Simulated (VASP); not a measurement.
BaFeO2:

```xyz
4
Lattice="1.6750 0.9671 6.5000 -1.6750 0.9671 6.5000 0.0000 -1.9341 6.5000" Properties=species:S:1:pos:R:3 pbc="T T T"
Ba    0.0000    0.0000    0.0000
Fe    0.0000    0.0000    9.7500
O     0.0000    0.0000    4.3875
O     0.0000    0.0000   15.1125
```

The cell was built by a generator and needn't be a form met in nature.

* Program: VASP 6.6.1
* Task: relaxation of cell and atoms
* Functional: PBE
* Potentials or basis: VASP PAW PBE potentials, release 64 (Ba_sv, Fe, O)
* Cutoff: 520 eV
* k mesh: 5 × 5 × 5
* Occupations: gaussian, width 0.15 eV
* Spin: collinear spin, ferromagnetic start
* Starting moments: [0.0, 3.0, 0.0, 0.0] μB

At the start: pressure -8.4 GPa; volume 15.79 Å³/atom.

Task: Where does the relaxation end?

Result: Over 8 steps the energy falls by 153.3 meV/atom and the volume is 14.88 Å³/atom (-5.8 %); space group R-3m (No. 166, to 0.05 Å); moment 4.00 μB per cell.

The path:
| step | energy change (eV) | largest force (eV/Å) | pressure (GPa) | volume (Å³) |
| --- | --- | --- | --- | --- |
| 1 | 0.0000 | 0.2527 | -8.37 | 63.17 |
| 2 | -0.3468 | 0.4186 | 5.55 | 55.82 |
| 3 | -0.3474 | 0.4228 | 4.65 | 56.09 |
| 4 | -0.5431 | 0.2375 | 3.79 | 57.05 |
| 5 | -0.5926 | 0.0026 | 3.59 | 57.57 |
| 6 | -0.5938 | 0.0728 | 3.49 | 57.70 |
| 7 | -0.6029 | 0.1169 | -2.93 | 60.79 |
| 8 | -0.6133 | 0.0422 | 0.07 | 59.51 |

Final structure:
```xyz
4
Lattice="1.7564 1.0141 5.5685 -1.7564 1.0141 5.5685 0.0000 -2.0281 5.5685" Properties=species:S:1:pos:R:3 pbc="T T T"
Ba    0.0000    0.0000   16.7055
Fe    0.0000    0.0000    8.3527
O     0.0000    0.0000    3.8088
O     0.0000    0.0000   12.8966
```

Caveat: the k mesh is coarse (spacing up to 0.44 Å⁻¹), so the values aren't converged; a cell with one magnetic atom can't hold antiferromagnetic order, which such compounds often take.
